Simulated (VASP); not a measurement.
Method: vdW-DF-cx, VASP's PBE PAW potentials (set 64) (plane waves; VASP).

The input files of a VASP run:

File KPOINTS:
```
Automatic mesh
0
Gamma
13 13 7
0 0 0
```

INCAR:
```
SYSTEM = Mg
PREC = Accurate
ENCUT = 520
EDIFF = 1E-7
NELM = 100
ALGO = Normal
LREAL = .FALSE.
LASPH = .TRUE.
ISMEAR = 1
SIGMA = 0.1
GGA = CX
LUSE_VDW = .TRUE.
AGGAC = 0.0
LWAVE = .FALSE.
LCHARG = .FALSE.
ISIF = 4
IBRION = 2
NSW = 30
EDIFFG = -0.01
```

**POSCAR**
```
Mg
1
    1.6040756398    -2.7783409603     0.0000000000
    1.6040756398     2.7783409603     0.0000000000
    0.0000000000     0.0000000000     5.1132041553
Mg
2
Direct
  0.3333330000   0.6666670000   0.2500000000
  0.6666670000   0.3333330000   0.7500000000
```

POTCAR, in this order: Mg (PBE.64 set). Program: vasp_std.

What VASP printed:

File OSZICAR:
```
       N       E                     dE             d eps       ncg     rms          rms(c)
DAV:   1     0.280437564315E+01    0.28044E+01   -0.13291E+03  1008   0.477E+02
DAV:   2    -0.282040435241E+00   -0.30864E+01   -0.29458E+01  1344   0.291E+01
DAV:   3    -0.304600288296E+00   -0.22560E-01   -0.22221E-01  1482   0.333E+00
DAV:   4    -0.304644251012E+00   -0.43963E-04   -0.43962E-04  1356   0.136E-01
DAV:   5    -0.304644452319E+00   -0.20131E-06   -0.20138E-06  1488   0.716E-03    0.966E-01
DAV:   6    -0.315510833349E+00   -0.10866E-01   -0.22500E-03  1200   0.438E-01    0.633E-01
DAV:   7    -0.322980828366E+00   -0.74700E-02   -0.83106E-03  1110   0.910E-01    0.372E-02
DAV:   8    -0.322994139307E+00   -0.13311E-04   -0.36339E-05  1386   0.511E-02    0.887E-03
DAV:   9    -0.322996331016E+00   -0.21917E-05   -0.26516E-06  1380   0.150E-02    0.124E-03
DAV:  10    -0.322996409620E+00   -0.78603E-07   -0.51935E-08  1176   0.234E-03
   1 F= -.32299641E+00 E0= -.32232483E+00  d E =-.322996E+00
       N       E                     dE             d eps       ncg     rms          rms(c)
DAV:   1    -0.323832457923E+00   -0.83613E-03   -0.22187E-03  1386   0.249E-01    0.149E-02
DAV:   2    -0.323833480613E+00   -0.10227E-05   -0.11754E-05  1188   0.255E-02    0.961E-03
DAV:   3    -0.323833412131E+00    0.68482E-07   -0.20247E-06  1266   0.101E-02    0.253E-04
DAV:   4    -0.323833424088E+00   -0.11957E-07   -0.14933E-08   876   0.105E-03
   2 F= -.32383342E+00 E0= -.32327605E+00  d E =-.837014E-03
       N       E                     dE             d eps       ncg     rms          rms(c)
DAV:   1    -0.324335888098E+00   -0.50248E-03   -0.46967E-03  1362   0.360E-01    0.217E-02
DAV:   2    -0.324337928230E+00   -0.20401E-05   -0.25098E-05  1176   0.371E-02    0.140E-02
DAV:   3    -0.324337736810E+00    0.19142E-06   -0.42287E-06  1248   0.145E-02    0.336E-04
DAV:   4    -0.324337752986E+00   -0.16177E-07   -0.30862E-08   960   0.150E-03
   3 F= -.32433775E+00 E0= -.32404962E+00  d E =-.134134E-02
```

**OUTCAR**
```
------------------------ aborting loop because EDIFF is reached ----------------------------------------
  FORCE on cell =-STRESS in cart. coord.  units (eV):
  Direction    XX          YY          ZZ          XY          YZ          ZX
  --------------------------------------------------------------------------------------
  Total        0.0048586      0.0048586      0.0201279      0.0000000      0.0000000      0.0000000
  in kB        0.1707994      0.1707994      0.7075794      0.0000000      0.0000000      0.0000000
  external PRESSURE =       0.3497261 kB  Pullay stress =       0.0000000 kB
  volume of cell :       45.58
      direct lattice vectors                 reciprocal lattice vectors
     1.596173747 -2.764654475 -0.000000000     0.313249106 -0.180854427 -0.000000000
     1.596173747  2.764654475  0.000000000     0.313249106  0.180854427 -0.000000000
     0.000000000  0.000000000  5.163955530     0.000000000 -0.000000000  0.193650002
 POSITION                                       TOTAL-FORCE (eV/Angst)
 -----------------------------------------------------------------------------------
      1.59617      0.92155      1.29099         0.000000      0.000000      0.000000
      1.59617     -0.92155      3.87297        -0.000000     -0.000000      0.000000
 -----------------------------------------------------------------------------------
    total drift:                               -0.000000     -0.000006      0.000001
  FREE ENERGIE OF THE ION-ELECTRON SYSTEM (eV)
  ---------------------------------------------------
  free  energy   TOTEN  =        -0.3243377530 eV

  energy  without entropy=       -0.3234733420  energy(sigma->0) =       -0.32404962

 reached required accuracy - stopping structural energy minimisation
```
(Selected blocks of OUTCAR.)

### CONTCAR
```
Mg
   1.00000000000000
     1.5961737470921107   -2.7646544751123794   -0.0000000000000000
     1.5961737470921107    2.7646544751123794    0.0000000000000000
     0.0000000000000000    0.0000000000000000    5.1639555300201136
  Mg
     2
Direct
     0.3333330000000032    0.6666669999999968    0.2500000000000000
     0.6666669999999968    0.3333330000000032    0.7500000000000000
```

File OUTCAR:
```
 val. band max:        2.7121358029   @ k =   0.3077   0.0000   0.0000

 cond. band min:       2.7440984147   @ k =   0.4615  -0.0000   0.2857


 Fermi energy:         2.7386362168

 k-point     1 :       0.0000    0.0000    0.0000
  band No.  band energies     occupation
      1      -4.2555      2.00000
      2       1.0025      2.00000
      3       1.5173      2.00000
      4      13.6443      0.00000
      5      13.6443      0.00000
      6      13.7829      0.00000

 k-point     2 :       0.0769   -0.0000    0.0000
  band No.  band energies     occupation
      1      -4.1389      2.00000
      2       1.1092      2.00000
      3       1.6300      2.00000
      4      11.5707      0.00000
      5      12.5420      0.00000
      6      13.3480      0.00000

 k-point     3 :       0.1538    0.0000    0.0000
  band No.  band energies     occupation
      1      -3.7900      2.00000
      2       1.4294      2.00000
      3       1.9640      2.00000
      4       9.2242      0.00000
      5      11.5642      0.00000
      6      12.2212      0.00000

 k-point     4 :       0.2308    0.0000    0.0000
  band No.  band energies     occupation
      1      -3.2113      2.00000
      2       1.9635      2.00000
      3       2.5024      2.00418
      4       7.0284      0.00000
      5      10.7820      0.00000
      6      11.0241      0.00000

 k-point     5 :       0.3077    0.0000    0.0000
  band No.  band energies     occupation
      1      -2.4071      2.00000
      2       2.7121      1.43154
      3       3.1540     -0.00000
      4       5.1083      0.00000
      5       9.7165      0.00000
      6       9.7174      0.00000

 k-point     6 :       0.3846   -0.0000    0.0000
  band No.  band energies     occupation
      1      -1.3836      2.00000
      2       2.7872      0.27543
      3       3.6751     -0.00000
      4       4.5945     -0.00000
      5       7.8893      0.00000
      6       8.3094      0.00000
...
```

The compound is Mg in the hcp structure. This run relaxes it. Symmetry was kept, so distortions that lower it aren't found.
